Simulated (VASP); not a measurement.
Consider the following.

```
CELL_PARAMETERS angstrom
      2.27500    -3.94042     0.00000
      2.27500     3.94042     0.00000
      0.00000     0.00000     7.39000
ATOMIC_POSITIONS crystal
  Mg 0.66667 0.33333 0.50000
  Mg 0.33333 0.66667 0.00000
  Te 0.66667 0.33333 0.87600
  Te 0.33333 0.66667 0.37600
```

Method: G0W0 on PBE orbitals, VASP's PBE PAW potentials (set 64) (plane waves; VASP). Numerical set-up: PREC = Normal, 500 eV cut-off, 4×4×2 Γ-centred mesh, Gaussian smearing of 0.010 eV, potentials Mg_sv_GW Te_GW.

The mesh is coarse and the basis finite, so the quasiparticle values are not converged.

NBANDS = 128, ENCUTGW = 150 eV, NOMEGA = 64. The PBE levels (eV) that the step starts from are:

| state | KS energy | filling |
|---|---|---|
| k1 (0.00, 0.00, 0.00), band 13 | 1.70 | 2 |
| k1 (0.00, 0.00, 0.00), band 14 | 2.20 | 2 |
| k1 (0.00, 0.00, 0.00), band 15 | 2.20 | 2 |
| k1 (0.00, 0.00, 0.00), band 16 | 2.21 | 2 |
| k1 (0.00, 0.00, 0.00), band 17 | 4.75 | 0 |
| k1 (0.00, 0.00, 0.00), band 18 | 5.21 | 0 |
| k1 (0.00, 0.00, 0.00), band 19 | 7.51 | 0 |
| k1 (0.00, 0.00, 0.00), band 20 | 7.51 | 0 |
| k8 (0.25, 0.25, 0.50), band 13 | 0.59 | 2 |
| k8 (0.25, 0.25, 0.50), band 14 | 0.59 | 2 |
| k8 (0.25, 0.25, 0.50), band 15 | 1.49 | 2 |
| k8 (0.25, 0.25, 0.50), band 16 | 1.49 | 2 |
| k8 (0.25, 0.25, 0.50), band 17 | 6.13 | 0 |
| k8 (0.25, 0.25, 0.50), band 18 | 6.13 | 0 |
| k8 (0.25, 0.25, 0.50), band 19 | 7.50 | 0 |
| k8 (0.25, 0.25, 0.50), band 20 | 7.50 | 0 |

Give the quasiparticle energies and renormalisation factors Z.

```csv
state,QP energy (eV),Z
"k1 (0.00, 0.00, 0.00), band 13",0.97,0.77
"k1 (0.00, 0.00, 0.00), band 14",1.53,0.77
"k1 (0.00, 0.00, 0.00), band 15",1.53,0.77
"k1 (0.00, 0.00, 0.00), band 16",1.55,0.77
"k1 (0.00, 0.00, 0.00), band 17",5.43,0.80
"k1 (0.00, 0.00, 0.00), band 18",5.81,0.79
"k1 (0.00, 0.00, 0.00), band 19",8.11,0.78
"k1 (0.00, 0.00, 0.00), band 20",8.11,0.78
"k8 (0.25, 0.25, 0.50), band 13",-0.26,0.76
"k8 (0.25, 0.25, 0.50), band 14",-0.26,0.76
"k8 (0.25, 0.25, 0.50), band 15",0.74,0.77
"k8 (0.25, 0.25, 0.50), band 16",0.74,0.77
"k8 (0.25, 0.25, 0.50), band 17",6.66,0.79
"k8 (0.25, 0.25, 0.50), band 18",6.66,0.79
"k8 (0.25, 0.25, 0.50), band 19",8.00,0.78
"k8 (0.25, 0.25, 0.50), band 20",8.00,0.78
```
On the mesh the gap opens from 2.54 to 3.88 eV.

The compound is MgTe in the wurtzite structure. The cell was not relaxed at this level. The k-mesh is coarse (spacing up to 0.43 per Å, 2π included), so the numbers may not be converged in it.
